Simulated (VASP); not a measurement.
Method: PBE GGA, VASP's PBE PAW potentials (set 64) (plane waves; VASP 6.6.1).

Input for VASP

**INCAR**
```
SYSTEM = PtSe2
PREC = Accurate
ENCUT = 480
EDIFF = 1E-7
NELM = 100
ALGO = Normal
LREAL = .FALSE.
LASPH = .TRUE.
ISMEAR = 0
SIGMA = 0.05
GGA = PE
LMAXMIX = 6
LWAVE = .FALSE.
LCHARG = .FALSE.
ISIF = 2
IBRION = 2
NSW = 30
EDIFFG = -0.01
```

KPOINTS:
```
Automatic
0
gamma
 6 6 4
```

### POSCAR
```
PtSe2
1.0
  1.8610567463  -3.2234450868   0.0000000000
  1.8610567463   3.2234450868   0.0000000000
  0.0000000000   0.0000000000   6.0608694389
Pt Se
1 2
direct
  0.0000000000   0.0000000000   0.0000000000
  0.3333330000   0.6666670000   0.2148582666
  0.6666670000   0.3333330000   0.7851417334
```

POTCAR, in this order: Pt Se (PBE.64 set). Program: vasp_std.

What VASP printed:

OSZICAR:
```
       N       E                     dE             d eps       ncg     rms          rms(c)
DAV:   1     0.114775166689E+03    0.11478E+03   -0.94808E+03   728   0.118E+03
DAV:   2    -0.987350033595E+01   -0.12465E+03   -0.12137E+03   951   0.226E+02
DAV:   3    -0.150819742196E+02   -0.52085E+01   -0.51666E+01   853   0.499E+01
DAV:   4    -0.151330078164E+02   -0.51034E-01   -0.51025E-01   909   0.531E+00
DAV:   5    -0.151337367907E+02   -0.72897E-03   -0.72896E-03   895   0.593E-01    0.127E+01
DAV:   6    -0.144923029304E+02    0.64143E+00   -0.50190E+00   734   0.226E+01    0.717E+00
DAV:   7    -0.143090811123E+02    0.18322E+00   -0.93662E-01   734   0.103E+01    0.366E+00
DAV:   8    -0.142905131730E+02    0.18568E-01   -0.65152E-02   839   0.188E+00    0.793E-01
DAV:   9    -0.142869252535E+02    0.35879E-02   -0.12136E-02   790   0.120E+00    0.187E-01
DAV:  10    -0.142872365818E+02   -0.31133E-03   -0.17500E-03   888   0.310E-01    0.549E-02
DAV:  11    -0.142872497572E+02   -0.13175E-04   -0.61207E-05   930   0.772E-02    0.265E-02
DAV:  12    -0.142872576168E+02   -0.78596E-05   -0.24874E-05   818   0.376E-02    0.271E-03
DAV:  13    -0.142872582313E+02   -0.61449E-06   -0.15648E-06   923   0.931E-03    0.136E-03
DAV:  14    -0.142872584573E+02   -0.22606E-06   -0.18237E-07   728   0.298E-03    0.850E-04
DAV:  15    -0.142872586215E+02   -0.16421E-06   -0.49783E-08   634   0.160E-03    0.195E-04
DAV:  16    -0.142872586165E+02    0.50554E-08   -0.49620E-09   437   0.624E-04
   1 F= -.14287259E+02 E0= -.14287259E+02  d E =-.142873E+02
       N       E                     dE             d eps       ncg     rms          rms(c)
DAV:   1    -0.142901514209E+02   -0.28928E-02   -0.19668E-01   720   0.259E+00    0.218E-01
DAV:   2    -0.142907285256E+02   -0.57710E-03   -0.73479E-03   902   0.505E-01    0.105E-01
DAV:   3    -0.142907165202E+02    0.12005E-04   -0.12900E-04   832   0.110E-01    0.592E-02
DAV:   4    -0.142907105844E+02    0.59358E-05   -0.20720E-05   888   0.496E-02    0.248E-02
DAV:   5    -0.142907081550E+02    0.24294E-05   -0.33706E-06   846   0.182E-02    0.384E-03
DAV:   6    -0.142907079147E+02    0.24033E-06   -0.74137E-07   811   0.554E-03    0.167E-03
DAV:   7    -0.142907078822E+02    0.32447E-07   -0.93813E-08   430   0.287E-03
   2 F= -.14290708E+02 E0= -.14290708E+02  d E =-.344927E-02
       N       E                     dE             d eps       ncg     rms          rms(c)
DAV:   1    -0.142911169496E+02   -0.40903E-03   -0.14852E-01   720   0.225E+00    0.187E-01
DAV:   2    -0.142915510241E+02   -0.43407E-03   -0.55320E-03   902   0.439E-01    0.897E-02
DAV:   3    -0.142915414007E+02    0.96234E-05   -0.98475E-05   846   0.968E-02    0.509E-02
DAV:   4    -0.142915365784E+02    0.48223E-05   -0.15465E-05   867   0.430E-02    0.218E-02
DAV:   5    -0.142915344670E+02    0.21114E-05   -0.25724E-06   867   0.157E-02    0.332E-03
DAV:   6    -0.142915342712E+02    0.19580E-06   -0.56484E-07   811   0.485E-03    0.145E-03
DAV:   7    -0.142915342417E+02    0.29454E-07   -0.69616E-08   416   0.249E-03
   3 F= -.14291534E+02 E0= -.14291534E+02  d E =-.427563E-02
```

File OUTCAR:
```
------------------------ aborting loop because EDIFF is reached ----------------------------------------
  FORCE on cell =-STRESS in cart. coord.  units (eV):
  Direction    XX          YY          ZZ          XY          YZ          ZX
  --------------------------------------------------------------------------------------
  Total        0.7030109      0.7030110      0.0947969      0.0000000      0.0000000      0.0000000
  in kB       15.4891583     15.4891607      2.0886215      0.0000000      0.0000000      0.0000000
  external PRESSURE =      11.0223135 kB  Pullay stress =       0.0000000 kB
  volume of cell :       72.72
      direct lattice vectors                 reciprocal lattice vectors
     1.861056746 -3.223445087  0.000000000     0.268664564 -0.155113547  0.000000000
     1.861056746  3.223445087  0.000000000     0.268664564  0.155113547  0.000000000
     0.000000000  0.000000000  6.060869439     0.000000000  0.000000000  0.164992830
 POSITION                                       TOTAL-FORCE (eV/Angst)
 -----------------------------------------------------------------------------------
      0.00000     -0.00000      0.00000         0.000000     -0.000000      0.000000
      1.86106      1.07448      1.32239         0.000000      0.000000     -0.008348
      1.86106     -1.07448      4.73848        -0.000000      0.000000      0.008348
 -----------------------------------------------------------------------------------
    total drift:                               -0.000000      0.000000      0.000000
  FREE ENERGIE OF THE ION-ELECTRON SYSTEM (eV)
  ---------------------------------------------------
  free  energy   TOTEN  =       -14.2915342417 eV

  energy  without entropy=      -14.2915342417  energy(sigma->0) =      -14.29153424

 reached required accuracy - stopping structural energy minimisation
```
(Selected blocks of OUTCAR.)

### CONTCAR
```
PtSe2
   1.00000000000000
     1.8610567463000001   -3.2234450868000000    0.0000000000000000
     1.8610567463000001    3.2234450868000000    0.0000000000000000
     0.0000000000000000    0.0000000000000000    6.0608694389000002
  Pt              Se
     1     2
Direct
     0.0000000000000000    0.0000000000000000    0.0000000000000000
     0.3333330000000032    0.6666669999999968    0.2181847705341860
     0.6666669999999968    0.3333330000000032    0.7818152294658141
```

Without a dispersion term in the relaxation, distances and binding between the weakly bound layers, chains or molecules are unreliable, and so is what depends on them.

The compound is PtSe2 in the 1T layered structure. This cell was strained or had an atom moved on purpose. Symmetry was kept, so distortions that lower it aren't found.
